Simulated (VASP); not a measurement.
Input:

```xyz
5
Lattice="3.8245 0.0000 0.0000 0.0000 3.8245 0.0000 0.0000 0.0000 3.8245" Properties=species:S:1:pos:R:3 pbc="T T T"
Sr     0.0000     0.0000     0.0000
Ti     1.9122     1.9122     1.9122
O      1.9122     0.0000     1.9122
O      0.0000     1.9122     1.9122
O      1.9122     1.9122     0.0000
```

Method: vdW-DF-cx, VASP's PBE PAW potentials (set 64) (plane waves; VASP 6.6.1). Run with 520 eV cut-off, 6×6×6 Γ-centred mesh, Gaussian smearing of 0.050 eV, potentials Sr_sv Ti_sv O.

Problem. What does the run give for the energy per atom (σ→0), pressure, band gap (on the k-mesh) with the smallest direct gap where there is one?

Solution. 
```
Item                                          Value
-----------------------------------  --------------
band gap (on the k-mesh)                    1.94 eV
smallest direct gap (on the k-mesh)         2.25 eV
energy per atom (σ→0)                -6190 meV/atom
pressure                                 129.9 kbar
```

The compound is SrTiO3 in the cubic perovskite structure, the ideal cubic form; the compound distorts at low or room temperature. This cell is one point of a volume scan, at 0.94 of the reference volume.
